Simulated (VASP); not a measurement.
Input:

```
CELL_PARAMETERS angstrom
      0.00000     1.89363     1.89363
      1.89363     0.00000     1.89363
      1.89363     1.89363     0.00000
ATOMIC_POSITIONS crystal
  Ir 0.00000 0.00000 0.00000
```

Method: SCAN meta-GGA, VASP's PBE PAW potentials (set 64) (plane waves; VASP). Numerical set-up: 520 eV cut-off, 18×18×18 Γ-centred mesh, tetrahedra with Blöchl corrections, potentials Ir.

Problem. Give the energies of bands 1 to 6 at the high-symmetry points, in eV from the Fermi level.

Solution. 
```tsv
band	Γ	X	U	L	W
1	-12.87	-8.84	-7.85	-9.36	-6.96
2	-4.42	-8.35	-6.77	-4.51	-5.62
3	-4.42	1.05	-3.44	-4.51	-5.62
4	-4.42	1.23	-1.00	-1.20	-2.13
5	-1.33	1.80	0.76	1.11	1.81
6	-1.33	1.80	6.25	1.11	8.36
```

It has no gap at this level: it comes out as a metal or semimetal.

The compound is Ir in the fcc structure. It was relaxed first.
